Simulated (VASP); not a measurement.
Calculation: optB88-vdW, VASP's PBE PAW potentials (set 64) (plane waves; VASP 6.6.1).

Input for VASP

KPOINTS:
```
Automatic mesh
0
Gamma
9 9 9
0 0 0
```

File POSCAR:
```
BAs
1
    0.0000000000     2.4125180135     2.4125180135
    2.4125180135    -0.0000000000     2.4125180135
    2.4125180135     2.4125180135    -0.0000000000
B As
1 1
Direct
  0.0000000000   0.0000000000   0.0000000000
  0.2500000000   0.2500000000   0.2500000000
```

**INCAR**
```
SYSTEM = BAs
PREC = Accurate
ENCUT = 520
EDIFF = 1E-6
NELM = 100
ALGO = Normal
LREAL = .FALSE.
LASPH = .TRUE.
ISMEAR = 0
SIGMA = 0.05
GGA = BO
PARAM1 = 0.1833333333
PARAM2 = 0.22
LUSE_VDW = .TRUE.
AGGAC = 0.0
LMAXMIX = 4
LWAVE = .FALSE.
LCHARG = .FALSE.
IBRION = 2
ISIF = 3
NSW = 60
EDIFFG = -0.01
```

POTCAR, in this order: B As (PBE.64 set). Program: vasp_std.

The resulting files:

OSZICAR:
```
       N       E                     dE             d eps       ncg     rms          rms(c)
DAV:   1     0.157949644811E+02    0.15795E+02   -0.38342E+03   560   0.878E+02
DAV:   2    -0.936050574750E+01   -0.25155E+02   -0.24105E+02   896   0.106E+02
DAV:   3    -0.968960717244E+01   -0.32910E+00   -0.32910E+00   616   0.167E+01
DAV:   4    -0.969019633460E+01   -0.58916E-03   -0.58916E-03   848   0.760E-01
DAV:   5    -0.969019646311E+01   -0.12852E-06   -0.12850E-06   616   0.880E-03    0.460E+00
DAV:   6    -0.915282499900E+01    0.53737E+00   -0.17900E+00   584   0.683E+00    0.225E+00
DAV:   7    -0.909415644738E+01    0.58669E-01   -0.19123E-01   784   0.272E+00    0.921E-01
DAV:   8    -0.908687479059E+01    0.72817E-02   -0.31560E-02   696   0.123E+00    0.121E-01
DAV:   9    -0.908711645371E+01   -0.24166E-03   -0.50839E-04   680   0.196E-01    0.776E-02
DAV:  10    -0.908724125294E+01   -0.12480E-03   -0.24988E-04   560   0.134E-01    0.182E-02
DAV:  11    -0.908724592030E+01   -0.46674E-05   -0.52276E-06   832   0.244E-02    0.163E-02
DAV:  12    -0.908724520308E+01    0.71722E-06   -0.25278E-06   520   0.955E-03
   1 F= -.90872452E+01 E0= -.90872452E+01  d E =-.908725E+01
```

File OUTCAR:
```
------------------------ aborting loop because EDIFF is reached ----------------------------------------
  FORCE on cell =-STRESS in cart. coord.  units (eV):
  Direction    XX          YY          ZZ          XY          YZ          ZX
  --------------------------------------------------------------------------------------
  Total       -0.0003491     -0.0003491     -0.0003491      0.0000000      0.0000000     -0.0000000
  in kB       -0.0199148     -0.0199148     -0.0199148      0.0000000      0.0000000     -0.0000000
  external PRESSURE =      -0.0199148 kB  Pullay stress =       0.0000000 kB
  volume of cell :       28.08
      direct lattice vectors                 reciprocal lattice vectors
     0.000000000  2.412518014  2.412518014    -0.207252339  0.207252339  0.207252339
     2.412518014  0.000000000  2.412518014     0.207252339 -0.207252339  0.207252339
     2.412518014  2.412518014  0.000000000     0.207252339  0.207252339 -0.207252339
  FREE ENERGIE OF THE ION-ELECTRON SYSTEM (eV)
  ---------------------------------------------------
  free  energy   TOTEN  =        -9.0872452031 eV

  energy  without entropy=       -9.0872452031  energy(sigma->0) =       -9.08724520

 reached required accuracy - stopping structural energy minimisation
```
(Selected blocks of OUTCAR.)

The compound is BAs in the zinc blende structure. It was relaxed first. The start is the result of an earlier pass.
